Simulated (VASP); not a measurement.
A run of VASP 6.6.1:

The input INCAR:

```
SYSTEM = CsLiCr2Te2S3
  PREC = Accurate
  ENCUT = 600
  EDIFF = 1E-6
  ISMEAR = -1
  SIGMA = 0.05
  LREAL = .False.
  LASPH = .True.
  NELM = 150
  ALGO = Normal
  ISIF = 3
  LWAVE = .False.
  LCHARG = .False.
  ISPIN = 2
  MAGMOM = 0 0 3 3 0 0 0 0 0
  LORBIT = 11
  LMAXMIX = 4
  GGA = PE
  IVDW = 1
  IBRION = 2
  NSW = 60
  EDIFFG = -0.02
  KPAR = 4
```

Contents of KPOINTS:

```
regular mesh
0
Gamma
  5 5 5
  0 0 0
```

Contents of POSCAR:

```
CsLiCr2Te2S3
1.0
    3.3192900000      1.9163900000      6.8798200000
   -3.3192900000      1.9163900000      6.8798200000
    0.0000000000     -3.8327900000      6.8798200000
Cs Li Cr Te S
1 1 2 2 3
Direct
    0.0000000000      0.0000000000      0.0000000000
    0.5000000000      0.5000000000      0.5000000000
    0.7984800000      0.7984800000      0.7984800000
    0.2015200000      0.2015200000      0.2015200000
    0.6799000000      0.6799000000      0.6799000000
    0.3201000000      0.3201000000      0.3201000000
    0.1362600000      0.8637400000      0.5000000000
    0.5000000000      0.1362600000      0.8637400000
    0.8637400000      0.5000000000      0.1362600000
```

Potentials or basis: VASP PAW PBE potentials, release 64 (Cs_sv, Li_sv, Cr_pv, Te, S).

Launch:

```bash
$ cat potpaw_PBE.64/Cs_sv/POTCAR potpaw_PBE.64/Li_sv/POTCAR potpaw_PBE.64/Cr_pv/POTCAR potpaw_PBE.64/Te/POTCAR potpaw_PBE.64/S/POTCAR > POTCAR
$ mpirun -np 4 vasp_std > vasp.out
```

Hardware: 4 MPI ranks on Intel(R) Xeon(R) Platinum 8259CL CPU @ 2.50GHz (Skylake/Cascade Lake), on a shared host.

Estimate the wall time of this run.

Run time: 87 min on 4 MPI ranks on Intel(R) Xeon(R) Platinum 8259CL CPU @ 2.50GHz (Skylake/Cascade Lake) (shared host), peak memory 1.2 GiB a rank. Counts: scf iterations 202, k points 19, ion steps 20.
